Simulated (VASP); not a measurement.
Here is the system:

```
BN
1.0
    1.27414    -2.20687     0.00000
    1.27414     2.20687     0.00000
    0.00000     0.00000     4.21351
B N
2 2
Direct
  0.66667   0.33333   0.50018
  0.33333   0.66667   0.00018
  0.66667   0.33333   0.87482
  0.33333   0.66667   0.37482
```

All values below come from PBE GGA with D3 dispersion (zero damping), VASP's PBE PAW potentials (set 64) (plane waves; VASP). Settings: 520 eV cut-off, Gaussian smearing of 0.050 eV, potentials B N.

Problem. Give the energies of bands 3 to 11 at the high-symmetry points, in eV from the valence-band maximum.

Solution. 
| band | Γ | M | K | A | L | H |
|---|---|---|---|---|---|---|
| 3 | -10.89 | -9.47 | -9.21 | -5.70 | -9.99 | -8.82 |
| 4 | -2.12 | -7.78 | -7.19 | -5.70 | -9.99 | -8.82 |
| 5 | -2.12 | -6.89 | -7.19 | -1.17 | -3.76 | -7.71 |
| 6 | -0.26 | -4.97 | -5.42 | -1.17 | -3.76 | -7.71 |
| 7 | 0.00 | -4.40 | -5.40 | -1.17 | -3.56 | -3.02 |
| 8 | 0.00 | -2.11 | -5.40 | -1.17 | -3.56 | -3.02 |
| 9 | 8.36 | 6.70 | 5.20 | 9.47 | 6.59 | 9.31 |
| 10 | 8.36 | 7.97 | 13.45 | 9.47 | 6.59 | 9.31 |
| 11 | 8.60 | 10.60 | 13.46 | 9.91 | 10.03 | 10.19 |

The gap is indirect, 5.20 eV, from the valence maximum at Γ to the conduction minimum at K.

The compound is BN in the wurtzite structure, a metastable high-pressure form. It was relaxed first.
